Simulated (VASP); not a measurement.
Computed with PBEsol GGA, VASP's PBE PAW potentials (set 64) (plane waves; VASP).

Input for VASP

KPOINTS:
```
Automatic mesh
0
Gamma
10 10 4
0 0 0
```

**INCAR**
```
! general
SYSTEM  =  C
PREC    =  Accurate
ENCUT   =  600
LREAL   =  F
LASPH   =  T

! electronic loop
EDIFF   =  1E-7
NELM    =  100
ALGO    =  Normal

! smearing
ISMEAR  =  0
SIGMA   =  0.05

! functional
GGA     =  PS

! ions
ISIF    =  2

! output
LWAVE   =  F
LCHARG  =  F
```

POSCAR:
```
C
1.0
  1.2307166181  -2.1316632181   0.0000000000
  1.2307166181   2.1316632181   0.0000000000
  0.0000000000   0.0000000000   7.1929605768
C
4
Cartesian
  0.0000000000   0.0000000000   1.6482401440
  0.0000000000   0.0000000000   5.3947204326
  1.2307166181   0.7105558271   1.7982401442
  1.2307166181  -0.7105558271   5.3947204326
```

POTCAR, in this order: C (PBE.64 set). Program: vasp_std.

Without a dispersion term in the relaxation, distances and binding between the weakly bound layers, chains or molecules are unreliable, and so is what depends on them.

Task: Predict the energy per atom (σ→0), pressure, largest force.

Result: 
* **energy per atom (σ→0)**: -9.602 eV/atom
* **pressure**: -1.20 GPa
* **largest force**: 2.531 eV/Å

File OSZICAR:
```
...
DAV:   8    -0.384074043266E+02   -0.68261E-02   -0.72737E-02  1340   0.189E+00    0.106E-01
DAV:   9    -0.384072808080E+02    0.12352E-03   -0.14497E-03  1536   0.321E-01    0.644E-02
DAV:  10    -0.384075107844E+02   -0.22998E-03   -0.35738E-04  1448   0.146E-01    0.342E-02
DAV:  11    -0.384075137083E+02   -0.29239E-05   -0.72855E-06  1560   0.230E-02    0.390E-03
DAV:  12    -0.384075150385E+02   -0.13302E-05   -0.17118E-06  1464   0.105E-02    0.161E-03
DAV:  13    -0.384075154065E+02   -0.36803E-06   -0.27580E-07  1528   0.415E-03    0.564E-04
DAV:  14    -0.384075153918E+02    0.14724E-07   -0.16395E-08  1028   0.105E-03
   1 F= -.38407515E+02 E0= -.38407515E+02  d E =-.271397E-18
```

The compound is C in the graphite structure. This cell was strained or had an atom moved on purpose.
